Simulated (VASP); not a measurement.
# What spin-orbit coupling changes in LaPt2, part 2 of 4

What does spin-orbit coupling change in LaPt2, and what does it cost? All runs use PBEsol. Left out of this account: 1 further run (fields: a reference on another mesh). The start is a cell from a database of measured crystal structures.

VASP 6.6.1, plane waves and PAW; the level of theory is named at each step.

Still holding for the runs below: The k-mesh is coarse for a metal.

So far. Step 2 (Band structure (PBEsol)): There is no gap at this level.

## Step 3: Bands along the symmetry lines (PBEsol + SOC)

This step: PBEsol, spin-orbit coupling; plane waves and PAW (La, Pt) (VASP 6.6.1).

The mesh alone shows little of the dispersion and can miss band extrema, so KPOINTS_OPT adds a path through the symmetry points after the self-consistent cycle. Spin-orbit coupling needs spinors and the noncollinear program, where each band holds one electron.

INCAR

```
SYSTEM = LaPt2
PREC = Accurate
ENCUT = 400
EDIFF = 1E-06
NELM = 100
ISMEAR = -1
SIGMA = 0.05
LREAL = .FALSE.
ALGO = Normal
GGA = PS
LNONCOLLINEAR = .TRUE.
MAGMOM = 0 0 0 0 0 0 0 0 0 0 0 0 0 0 0 0 0 0
NBANDS = 76
GGA_COMPAT = .FALSE.
LASPH = .TRUE.
LSORBIT = .TRUE.
LMAXMIX = 6
LORBIT = 11
LWAVE = .FALSE.
LCHARG = .FALSE.
KPAR = 4
```

POSCAR

```
LaPt2
1.0
    0.0000000000      3.8870000000      3.8870000000
    3.8870000000      0.0000000000      3.8870000000
    3.8870000000      3.8870000000      0.0000000000
La Pt
2 4
Direct
    0.0000000000      0.0000000000      0.0000000000
    0.2500000000      0.2500000000      0.2500000000
    0.6250000000      0.6250000000      0.6250000000
    0.1250000000      0.6250000000      0.6250000000
    0.6250000000      0.6250000000      0.1250000000
    0.6250000000      0.1250000000      0.6250000000
```

KPOINTS

```
Automatic mesh
0
Gamma
6 6 6
0 0 0
```

KPOINTS_OPT

```
Line mode
16
Line-mode
Reciprocal
  0.00000000   0.00000000   0.00000000 GAMMA
  0.50000000   0.00000000   0.50000000 X

  0.50000000   0.00000000   0.50000000 X
  0.50000000   0.25000000   0.75000000 W

  0.50000000   0.25000000   0.75000000 W
  0.37500000   0.37500000   0.75000000 K

  0.37500000   0.37500000   0.75000000 K
  0.00000000   0.00000000   0.00000000 GAMMA

  0.00000000   0.00000000   0.00000000 GAMMA
  0.50000000   0.50000000   0.50000000 L

  0.50000000   0.50000000   0.50000000 L
  0.62500000   0.25000000   0.62500000 U

  0.62500000   0.25000000   0.62500000 U
  0.50000000   0.25000000   0.75000000 W

  0.50000000   0.25000000   0.75000000 W
  0.50000000   0.50000000   0.50000000 L

  0.50000000   0.50000000   0.50000000 L
  0.37500000   0.37500000   0.75000000 K

  0.62500000   0.25000000   0.62500000 U
  0.50000000   0.00000000   0.50000000 X
```

The projector-augmented-wave data sets are La and Pt (PBE family, release 64).

Run with:

```sh
$ mpirun -np 4 vasp_ncl
```

Log:

```text
[banner, memory and clock lines left out]
running    4 mpi-ranks, on    1 nodes
 distrk:  each k-point on    1 cores,    4 groups
 distr:  one band on    1 cores,    1 groups

 POSCAR found type information on POSCAR LaPt
 POSCAR found :  2 types and       6 ions
 [... a notice as in an earlier step ...]

 LDA part: xc-table for (Slater+PW92), standard interpolation
 POSCAR, INCAR and KPOINTS ok, starting setup
 FFT: planning ... GRIDC
 FFT: planning ... GRID_SOFT
 FFT: planning ... GRID
 WAVECAR not read
 entering main loop
       N       E                     dE             d eps       ncg     rms          rms(c)
DAV:   1     0.642155334041E+03    0.64216E+03   -0.19261E+04  2464   0.204E+03
DAV:   2     0.139256283650E+03   -0.50290E+03   -0.47067E+03  2856   0.468E+02
DAV:   3     0.520020787379E+01   -0.13406E+03   -0.12280E+03  2820   0.223E+02
DAV:   4    -0.389801468910E+02   -0.44180E+02   -0.41045E+02  4504   0.102E+02
DAV:   5    -0.505361119371E+02   -0.11556E+02   -0.10855E+02  4632   0.534E+01    0.265E+01
DAV:   6    -0.527772801634E+02   -0.22412E+01   -0.29414E+02  4360   0.131E+02    0.233E+01
DAV:   7    -0.492498433281E+02    0.35274E+01   -0.44710E+01  3936   0.668E+01    0.998E+00
DAV:   8    -0.473007854859E+02    0.19491E+01   -0.82051E+00  4184   0.166E+01    0.594E+00
DAV:   9    -0.471148787939E+02    0.18591E+00   -0.41931E+00  4408   0.135E+01    0.280E+00
DAV:  10    -0.470068089422E+02    0.10807E+00   -0.87490E-01  4680   0.743E+00    0.828E-01
DAV:  11    -0.470103979567E+02   -0.35890E-02   -0.60230E-02  4752   0.180E+00    0.524E-01
DAV:  12    -0.470087045609E+02    0.16934E-02   -0.68647E-03  4768   0.669E-01    0.363E-01
DAV:  13    -0.470070759884E+02    0.16286E-02   -0.83611E-03  4592   0.762E-01    0.118E-01
DAV:  14    -0.470071083185E+02   -0.32330E-04   -0.20485E-03  4584   0.348E-01    0.306E-02
DAV:  15    -0.470070943112E+02    0.14007E-04   -0.24121E-04  4408   0.145E-01    0.111E-02
DAV:  16    -0.470070995191E+02   -0.52079E-05   -0.34431E-05  4488   0.412E-02    0.511E-03
DAV:  17    -0.470071004694E+02   -0.95029E-06   -0.73694E-06  3192   0.181E-02
   1 F= -.47007100E+02 E0= -.46997719E+02  d E =-.187639E-01  mag=    -0.0000     0.0000    -0.0000
 Start KPOINTS_OPT (optional k-point list driver)
k-point batch [1-16\160]
       N       E                     dE             ncg
DAV:   1     0.148312516750E+05    0.49336E+04     2464
DAV:   2     0.654652649569E+04   -0.82847E+04     2824
DAV:   3     0.425761487166E+04   -0.22889E+04     2880
DAV:   4     0.332276700514E+04   -0.93485E+03     4516
DAV:   5     0.309628907015E+04   -0.22648E+03     4680
DAV:   6     0.307174252901E+04   -0.24547E+02     4696
DAV:   7     0.306889096649E+04   -0.28516E+01     4824
DAV:   8     0.306846220010E+04   -0.42877E+00     4768
DAV:   9     0.306838600824E+04   -0.76192E-01     4824
DAV:  10     0.306837308404E+04   -0.12924E-01     4744
DAV:  11     0.306837051466E+04   -0.25694E-02     4824
DAV:  12     0.306836995773E+04   -0.55693E-03     4056
DAV:  13     0.306836982961E+04   -0.12812E-03     2992
DAV:  14     0.306836980006E+04   -0.29542E-04     2624
DAV:  15     0.306836979298E+04   -0.70835E-05     2464
DAV:  16     0.306836979126E+04   -0.17227E-05     2320
DAV:  17     0.306836979087E+04   -0.38566E-06     1984
[...]
k-point batch [145-160\160]
       N       E                     dE             ncg
DAV:   1     0.148262479334E+05   -0.71041E+04     2444
DAV:   2     0.657464039551E+04   -0.82516E+04     2784
DAV:   3     0.404586815807E+04   -0.25288E+04     3000
DAV:   4     0.318080300379E+04   -0.86507E+03     4336
DAV:   5     0.298740630442E+04   -0.19340E+03     4552
DAV:   6     0.296476640927E+04   -0.22640E+02     4768
DAV:   7     0.296231656598E+04   -0.24498E+01     4768
DAV:   8     0.296198085206E+04   -0.33571E+00     4760
DAV:   9     0.296192653426E+04   -0.54318E-01     4768
DAV:  10     0.296191579292E+04   -0.10741E-01     4768
DAV:  11     0.296191334940E+04   -0.24435E-02     4752
DAV:  12     0.296191276350E+04   -0.58589E-03     3776
DAV:  13     0.296191261427E+04   -0.14923E-03     2936
DAV:  14     0.296191257752E+04   -0.36754E-04     2632
DAV:  15     0.296191256806E+04   -0.94593E-05     2560
DAV:  16     0.296191256567E+04   -0.23945E-05     2376
DAV:  17     0.296191256507E+04   -0.59819E-06     2104
```

Elapsed: 12 min, on 4 MPI ranks of Intel Xeon Platinum 8124M at 3.00GHz (Skylake/Cascade Lake), shared host; peak memory 2.5 GiB; 48 min of CPU time.

Parts of OUTCAR (step 3):

```text
 Found     16 irreducible k-points:

   k-points           NKPTS =     16   k-points in BZ     NKDIM =     16   number of bands    NBANDS=     76

   NELECT =      62.0000    total number of electrons

 E-fermi :  11.0468

 k-point     1 :       0.0000    0.0000    0.0000
  band No.  band energies     occupation
    ...
     58      10.8601      0.97667
     59      10.9929      0.74610
     60      10.9929      0.74610
     61      11.0347      0.56044
     62      11.0347      0.56044
     63      11.1153      0.20268
     64      11.1153      0.20268
     65      11.1153      0.20268
     66      11.1153      0.20268
     67      11.3456      0.00253
    ...

 k-point     2 :       0.1667    0.0000    0.0000
  band No.  band energies     occupation
    ...
     60      10.5270      0.99997
     61      10.5711      0.99993
     62      10.5711      0.99993
     63      10.8066      0.99187
     64      10.8066      0.99187
     65      11.2162      0.03272
     66      11.2162      0.03272
     67      11.6755      0.00000
     68      11.6755      0.00000
     69      11.8837      0.00000
    ...

  Total       -1.6111670     -1.6111670     -1.6111670      0.0000000     -0.0000000      0.0000000
  in kB      -21.9774607    -21.9774607    -21.9774607      0.0000000     -0.0000000      0.0000000
  external PRESSURE =     -21.9774607 kB  Pullay stress =       0.0000000 kB

 POSITION                                       TOTAL-FORCE (eV/Angst)
 -----------------------------------------------------------------------------------
      0.00000      0.00000      0.00000        -0.000000     -0.000000     -0.000000
      1.94350      1.94350      1.94350         0.000000      0.000000      0.000000
      4.85875      4.85875      4.85875         0.000000      0.000000      0.000000
      4.85875      2.91525      2.91525         0.000000      0.000000      0.000000
      2.91525      2.91525      4.85875         0.000000      0.000000      0.000000
      2.91525      4.85875      2.91525         0.000000      0.000000      0.000000
 -----------------------------------------------------------------------------------
    total drift:                               -0.000000     -0.000000     -0.000000

  FREE ENERGIE OF THE ION-ELECTRON SYSTEM (eV)
  ---------------------------------------------------
  free  energy   TOTEN  =       -47.0071004694 eV

  energy  without entropy=      -46.9883365483  energy(sigma->0) =      -46.99771851

 Spin-Orbit-Coupling matrix elements
 Ion:    1  E_soc:     -0.6093046
 Ion:    2  E_soc:     -0.6093046
 Ion:    3  E_soc:     -0.7008253
 Ion:    4  E_soc:     -0.7008253
 Ion:    5  E_soc:     -0.7008253
 Ion:    6  E_soc:     -0.7008253

 total charge
# of ion       s       p       d       f       tot
--------------------------------------------------
    1        2.074   5.595   0.788   0.190   8.647
    2        2.074   5.595   0.788   0.190   8.647
    3        0.719   0.598   8.006   0.000   9.323
    4        0.719   0.598   8.006   0.000   9.323
    5        0.719   0.598   8.006   0.000   9.323
    6        0.719   0.598   8.006   0.000   9.323
--------------------------------------------------
tot          7.024  13.582  33.602   0.381  54.588

 magnetization (x)
# of ion       s       p       d       f       tot
--------------------------------------------------
    1        0.000   0.000  -0.000  -0.000  -0.000
    2        0.000   0.000   0.000   0.000   0.000
    3        0.000   0.000  -0.000   0.000  -0.000
    4        0.000  -0.000  -0.000   0.000  -0.000
    5        0.000  -0.000  -0.000   0.000  -0.000
    6        0.000  -0.000   0.000   0.000   0.000
--------------------------------------------------
tot          0.000   0.000  -0.000  -0.000   0.000

 magnetization (y)
# of ion       s       p       d       f       tot
--------------------------------------------------
    1        0.000   0.000   0.000   0.000   0.000
    2        0.000   0.000   0.000  -0.000   0.000
    3       -0.000  -0.000  -0.000   0.000  -0.000
    4       -0.000   0.000   0.000   0.000   0.000
    5        0.000   0.000   0.000   0.000   0.000
    6        0.000  -0.000  -0.000   0.000  -0.000
--------------------------------------------------
tot          0.000   0.000   0.000   0.000   0.000

 magnetization (z)
# of ion       s       p       d       f       tot
--------------------------------------------------
    1        0.000   0.000  -0.000  -0.000  -0.000
    2        0.000   0.000   0.000   0.000   0.000
    3        0.000  -0.000   0.000   0.000  -0.000
    4        0.000   0.000  -0.000   0.000   0.000
    5        0.000   0.000   0.000   0.000   0.000
    6        0.000  -0.000   0.000   0.000   0.000
--------------------------------------------------
tot          0.000   0.000  -0.000   0.000  -0.000

[... 8 parts as in an earlier step ...]

[... 5 further parts left out ...]
```

At this level the cell is under a tension of 2.2 GPa, so at these settings it is away from equilibrium.

Numbers from this step:

| Quantity | Value |
| --- | --- |
| electronic steps | 17 |
| bands | 76 |
| free energy (TOTEN) | -47.01 eV |
| energy at zero smearing | -47.00 eV |
| pressure | -2.198 GPa |

On-site spin-orbit energy by atom:

```
atom  on-site spin-orbit energy (eV)
 La1                          -0.609
 La2                          -0.609
 Pt3                          -0.701
 Pt4                          -0.701
 Pt5                          -0.701
 Pt6                          -0.701
```

The electronic bands at the labelled points (eV, zero at the Fermi level; # counts the bands kept, so #1 is VASP's band 17):

```
          point    #43    #44    #45    #46   #47   #48   #49   #50
              Γ  -0.05  -0.05  -0.01  -0.01  0.07  0.07  0.07  0.07
0.53 of the way  -1.14  -1.14  -0.71  -0.71  0.18  0.18  0.60  0.60
              X  -1.65  -1.65   0.12   0.12  0.12  0.12  1.12  1.12
0.53 of the way  -1.54  -1.54   0.09   0.09  0.14  0.14  1.15  1.15
              W  -1.48  -1.48  -0.03  -0.03  0.13  0.13  1.14  1.14
0.47 of the way  -1.40  -1.40  -0.18  -0.18  0.39  0.39  1.09  1.09
              K  -1.40  -1.40  -0.28  -0.28  0.62  0.62  1.01  1.01
0.53 of the way  -0.98  -0.98  -0.62  -0.62  0.12  0.12  0.54  0.54
              Γ  -0.05  -0.05  -0.01  -0.01  0.07  0.07  0.07  0.07
0.53 of the way  -0.43  -0.43  -0.17  -0.17  0.02  0.02  0.20  0.20
              L  -0.06  -0.06   0.00   0.00  0.15  0.15  0.28  0.28
0.47 of the way  -0.69  -0.69  -0.29  -0.29  0.49  0.49  0.61  0.61
              U  -1.40  -1.40  -0.28  -0.28  0.62  0.62  1.01  1.01
0.53 of the way  -1.40  -1.40  -0.18  -0.18  0.39  0.39  1.09  1.09
              W  -1.48  -1.48  -0.03  -0.03  0.13  0.13  1.14  1.14
0.47 of the way  -0.93  -0.93  -0.32  -0.32  0.56  0.56  0.79  0.79
              L  -0.06  -0.06   0.00   0.00  0.15  0.15  0.28  0.28
0.53 of the way  -0.81  -0.81  -0.35  -0.35  0.58  0.58  0.69  0.69
              K  -1.40  -1.40  -0.28  -0.28  0.62  0.62  1.01  1.01
      jump to U  -1.40  -1.40  -0.28  -0.28  0.62  0.62  1.01  1.01
0.47 of the way  -1.56  -1.56  -0.02  -0.02  0.29  0.29  1.07  1.07
              X  -1.65  -1.65   0.12   0.12  0.12  0.12  1.12  1.12
```

Of the projections kept (La, Pt), the largest for each band there; the rest of the weight can lie on other orbitals:

```
point      #43      #44      #45      #46      #47      #48      #49      #50
    Γ  Pt 1.00  Pt 1.00  Pt 0.90  Pt 0.90  Pt 0.53  Pt 0.53  Pt 0.53  Pt 0.53
    X  Pt 0.98  Pt 0.98  Pt 0.56  Pt 0.56  Pt 0.56  Pt 0.56  La 0.64  La 0.64
    W  Pt 0.97  Pt 0.97  Pt 0.84  Pt 0.84  Pt 0.84  Pt 0.84  La 0.60  La 0.60
    K  Pt 0.98  Pt 0.98  Pt 0.90  Pt 0.90  Pt 0.51  Pt 0.51  La 0.54  La 0.54
    Γ  Pt 1.00  Pt 1.00  Pt 0.90  Pt 0.90  Pt 0.53  Pt 0.53  Pt 0.53  Pt 0.53
    L  La 0.62  La 0.62  La 0.62  La 0.62  Pt 0.99  Pt 0.99  Pt 0.57  Pt 0.57
```

There is no gap at this level. Without the coupling there was no gap either. The run took 6.0 times the core time, with 76 spinor bands against 48.

(Continued in part 3 of 4.)

[Lines on the potential files, build, host, timing and source positions are cut from VASP's logs without a mark.]

[Logs are printed without paths, hosts, clocks, repeated set-up lines and the standing remarks that a program may print on its own settings, such as how far it seeks lower states.]

[Hosts, paths, dates, database ids (printed as entryN), source tags and the programs' standing remarks are cut or masked in the printed files.]

[A measured line is paired with the nearest computed mode of its activity, which favours agreement.]
